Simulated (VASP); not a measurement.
Here is the system:

```xyz
4
Lattice="3.7041 0.0000 0.0000 0.0000 3.7041 0.0000 0.0000 0.0000 3.7041" Properties=species:S:1:pos:R:3 pbc="T T T"
Cu     0.0000     1.8520     1.8520
Cu     1.8520     0.0000     1.8520
Cu     1.8520     1.8520     0.0000
Au     0.0000     0.0000     0.0000
```

Calculation: optB88-vdW, VASP's PBE PAW potentials (set 64) (plane waves; VASP). Settings: 520 eV cut-off, 8×8×8 Γ-centred mesh, first-order Methfessel-Paxton smearing of 0.10 eV, potentials Cu Au.

Unless said otherwise, spin-orbit coupling is left out, though it shifts the bands of the heavy elements here.

Predict the energy per atom (σ→0), pressure, band gap (on the k-mesh) with the smallest direct gap where there is one.

```json
{
  "band gap (on the k-mesh)": "none (metal, semimetal or under 0.01 eV)",
  "energy per atom (σ→0)": "-0.716 eV/atom",
  "pressure": "10.66 GPa"
}
```

Total energies compare only between runs with the same potentials, cut-off and functional.

The compound is Cu3Au in the L1_2 structure. This cell is one point of a volume scan, at 0.94 of the reference volume.
